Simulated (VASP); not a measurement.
Output of a VASP run:

### OSZICAR
```
       N       E                     dE             d eps       ncg     rms          rms(c)
DAV:   1     0.246782290864E+03    0.24678E+03   -0.13684E+04  4800   0.190E+03
DAV:   2     0.109179089969E+02   -0.23586E+03   -0.23473E+03  4928   0.495E+02
DAV:   3    -0.163976656677E+02   -0.27316E+02   -0.27221E+02  9440   0.138E+02
DAV:   4    -0.175120692375E+02   -0.11144E+01   -0.11143E+01  4984   0.292E+01
DAV:   5    -0.175746797573E+02   -0.62611E-01   -0.62607E-01  7920   0.471E+00    0.124E+01
DAV:   6    -0.156350364852E+02    0.19396E+01   -0.71262E+00  5672   0.318E+01    0.328E+00
DAV:   7    -0.156239121911E+02    0.11124E-01   -0.81302E-01  7224   0.792E+00    0.208E+00
DAV:   8    -0.156566258387E+02   -0.32714E-01   -0.23534E-01  5608   0.640E+00    0.735E-01
DAV:   9    -0.156471665170E+02    0.94593E-02   -0.54206E-02  5768   0.276E+00    0.707E-02
DAV:  10    -0.156474391188E+02   -0.27260E-03   -0.27140E-03  7616   0.434E-01    0.881E-02
DAV:  11    -0.156474558528E+02   -0.16734E-04   -0.19636E-04  6072   0.136E-01    0.277E-02
DAV:  12    -0.156474440305E+02    0.11822E-04   -0.31745E-05  6328   0.509E-02    0.420E-03
DAV:  13    -0.156474459324E+02   -0.19018E-05   -0.78010E-07  6184   0.857E-03    0.520E-04
DAV:  14    -0.156474467377E+02   -0.80538E-06   -0.14057E-07  3936   0.328E-03    0.381E-04
DAV:  15    -0.156474469460E+02   -0.20827E-06   -0.33358E-08  3184   0.163E-03    0.154E-04
DAV:  16    -0.156474469390E+02    0.70058E-08   -0.11296E-08  2872   0.954E-04
   1 F= -.16601758E+02 E0= -.16601758E+02  d E =0.000000E+00
```

### OUTCAR
```
------------------------ aborting loop because EDIFF is reached ----------------------------------------
 Edisp (eV)   -0.95431
  FORCE on cell =-STRESS in cart. coord.  units (eV):
  Direction    XX          YY          ZZ          XY          YZ          ZX
  --------------------------------------------------------------------------------------
  Total      -0.01932    -0.01932    -0.04633     0.00000    -0.00000    -0.00000
  in kB      -0.93324    -0.93324    -2.23748     0.00000    -0.00000    -0.00000
  external pressure =       -1.37 kB  Pullay stress =        0.00 kB
  volume of cell :       33.17
      direct lattice vectors                 reciprocal lattice vectors
     1.445379221 -2.503470302  0.000000000     0.345929977 -0.199722761  0.000000000
     1.445379221  2.503470302  0.000000000     0.345929977  0.199722761  0.000000000
     0.000000000  0.000000000  4.583965649     0.000000000  0.000000000  0.218151722
 POSITION                                       TOTAL-FORCE (eV/Angst)
 -----------------------------------------------------------------------------------
      1.44538      0.83449      1.14599         0.000000      0.000000      0.000000
      1.44538     -0.83449      3.43797        -0.000000     -0.000000      0.000000
 -----------------------------------------------------------------------------------
    total drift:                               -0.000000      0.001055     -0.000020
  FREE ENERGIE OF THE ION-ELECTRON SYSTEM (eV)
  ---------------------------------------------------
  free  energy   TOTEN  =       -16.6017580433 eV

  energy  without entropy=      -16.6017580433  energy(sigma->0) =      -16.60175804

 total charge

# of ion       s       p       d       tot
------------------------------------------
    1        2.259   6.130   1.915  10.305
    2        2.259   6.130   1.915  10.305
--------------------------------------------------
tot          4.519  12.261   3.831  20.610
```
(Selected blocks of OUTCAR.)

**POSCAR**
```
Ti
1
    1.4453792206    -2.5034703015     0.0000000000
    1.4453792206     2.5034703015     0.0000000000
    0.0000000000     0.0000000000     4.5839656486
Ti
2
Direct
  0.3333330000   0.6666670000   0.2500000000
  0.6666670000   0.3333330000   0.7500000000
```

Question: Reconstruct the remaining input files.

Answer: One answer among several that fit: the input of the run itself, PBE GGA with D3 dispersion (zero damping), plane waves, VASP's PBE PAW potentials (set 64).

KPOINTS:
```
Automatic
0
gamma
  16 16 9
0 0 0
```

INCAR:
```
! general
SYSTEM  = Ti
PREC    = Accurate
ENCUT   = 520
LREAL   = .FALSE.
LASPH   = .TRUE.

! electronic loop
EDIFF   = 1E-7
NELM    = 100
ALGO    = Normal
LMAXMIX = 4

! smearing
ISMEAR  = -5

! functional
GGA     = PE
IVDW    = 11

! ions
ISIF    = 2

! output
LWAVE   = .FALSE.
LCHARG  = .TRUE.
LORBIT  = 11
NEDOS   = 601
```

POTCAR, in this order: Ti_sv (PBE.64 set). Program: vasp_std.

For a metal the tetrahedron method with Blöchl corrections gives inexact stress and forces.

The compound is Ti in the hcp structure. It was relaxed first, which changed the volume by -6 %.
